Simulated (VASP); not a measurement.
Output of a VASP run:

**OSZICAR**
```
       N       E                     dE             d eps       ncg     rms          rms(c)
DAV:   1     0.273669201281E+03    0.27367E+03   -0.14459E+04  1680   0.157E+03
DAV:   2     0.139368207058E+02   -0.25973E+03   -0.25589E+03  1687   0.414E+02
DAV:   3    -0.705051003546E+01   -0.20987E+02   -0.20629E+02  1917   0.146E+02
DAV:   4    -0.775271271025E+01   -0.70220E+00   -0.70111E+00  1818   0.299E+01
DAV:   5    -0.778734556797E+01   -0.34633E-01   -0.34632E-01  2267   0.574E+00    0.998E-01
DAV:   6    -0.778633440794E+01    0.10112E-02   -0.18381E-02  2025   0.154E+00    0.611E-01
DAV:   7    -0.778730409313E+01   -0.96969E-03   -0.14154E-02  1813   0.146E+00    0.111E-01
DAV:   8    -0.778748700959E+01   -0.18292E-03   -0.19131E-03  1811   0.548E-01    0.221E-02
DAV:   9    -0.778750800953E+01   -0.21000E-04   -0.73055E-05  2315   0.756E-02    0.121E-02
DAV:  10    -0.778750728290E+01    0.72663E-06   -0.86797E-06  1380   0.224E-02
   1 F= -.77875073E+01 E0= -.77877679E+01  d E =0.781873E-03
```

**OUTCAR**
```
------------------------ aborting loop because EDIFF is reached ----------------------------------------
  FORCE on cell =-STRESS in cart. coord.  units (eV):
  Direction    XX          YY          ZZ          XY          YZ          ZX
  --------------------------------------------------------------------------------------
  Total       -0.4577119     -0.5805737     -0.5670117      0.0000000      0.0000000      0.0408202
  in kB       -9.7495659    -12.3666032    -12.0777244      0.0000000      0.0000000      0.8694968
  external PRESSURE =     -11.3979645 kB  Pullay stress =       0.0000000 kB
  volume of cell :       75.22
      direct lattice vectors                 reciprocal lattice vectors
     4.249136000 -2.320500000  0.000000000     0.117670981 -0.215470804 -0.091993042
     4.249136000  2.320500000  0.000000000     0.117670981  0.215470804 -0.091993042
     2.981885000  0.000000000  3.814216000     0.000000000  0.000000000  0.262177076
 POSITION                                       TOTAL-FORCE (eV/Angst)
 -----------------------------------------------------------------------------------
      2.68636      0.00000      0.89253        -0.091594      0.000000     -0.030431
      8.79380      0.00000      2.92169         0.091594      0.000000      0.030431
 -----------------------------------------------------------------------------------
    total drift:                               -0.000000     -0.000000     -0.000000
  FREE ENERGIE OF THE ION-ELECTRON SYSTEM (eV)
  ---------------------------------------------------
  free  energy   TOTEN  =        -7.7875072829 eV

  energy  without entropy=       -7.7882891559  energy(sigma->0) =       -7.78776791
```
(Selected blocks of OUTCAR.)

POSCAR:
```
Bi
1
    4.2491360000    -2.3205000000     0.0000000000
    4.2491360000     2.3205000000     0.0000000000
    2.9818850000     0.0000000000     3.8142160000
Bi
2
Direct
  0.2340000000   0.2340000000   0.2340000000
  0.7660000000   0.7660000000   0.7660000000
```

Question: Reconstruct the remaining input files.

Answer: This is not unique; one that fits is the input of the run itself, PBE GGA, plane waves, VASP's PBE PAW potentials (set 64).

**KPOINTS**
```
Automatic mesh
0
Gamma
7 7 7
0 0 0
```

**INCAR**
```
# general
SYSTEM   =  Bi
PREC     =  Accurate
ENCUT    =  400
LREAL    =  .FALSE.   # projection in real space or not
LASPH    =  .TRUE.

# electronic loop
EDIFF    =  1E-6   # SCF stop (eV)
NELM     =  100
ALGO     =  Normal   # blocked Davidson
LMAXMIX  =  4

# smearing
ISMEAR   =  1   # Methfessel-Paxton
SIGMA    =  0.1   # width (eV)

# functional
GGA      =  PE

# ions
ISIF     =  2

# output
LWAVE    =  .FALSE.
LCHARG   =  .FALSE.
```

POTCAR, in this order: Bi_d (PBE.64 set). Program: vasp_std.

The compound is Bi in the a7 structure. The cell was not relaxed at this level.
